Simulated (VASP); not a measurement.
Here is the system:

```yaml
crystal:
  lattice:
    - [0.00000, 3.74921, 3.74921]
    - [3.74921, 0.00000, 3.74921]
    - [3.74921, 3.74921, 0.00000]
  atoms:
    - { symbol: Tl, position: [0.00000, 0.00000, 0.00000] }
    - { symbol: Br, position: [0.25000, 0.25000, 0.25000] }
```

All values below come from PBE GGA, VASP's PBE PAW potentials (set 64) (plane waves; VASP 6.6.1). Run with 400 eV cut-off, Gaussian smearing of 0.050 eV, potentials Tl_d Br.

Unless said otherwise, spin-orbit coupling is left out, though it shifts the bands of the heavy elements here.

Q: Give the energies of bands 7 to 13 at the high-symmetry points, in eV from the valence-band maximum.

A: 
```csv
band,Γ,X,U,L,W
7,-3.70,-4.42,-4.40,-4.31,-4.41
8,-1.14,-1.57,-1.73,-1.31,-1.68
9,-1.14,-1.57,-1.49,-1.31,-1.62
10,-1.14,-0.12,-0.08,-0.75,0.00
11,4.47,2.95,3.50,4.02,4.00
12,4.47,5.56,4.85,4.81,4.07
13,4.47,5.56,5.33,4.81,5.58
```

The gap is indirect, 2.95 eV, from the valence maximum at W to the conduction minimum at X.

The structure was generated: TlBr was put into the zinc blende type (F-43m), which need not be its known phase. It was relaxed first, which changed the volume by +84 %.
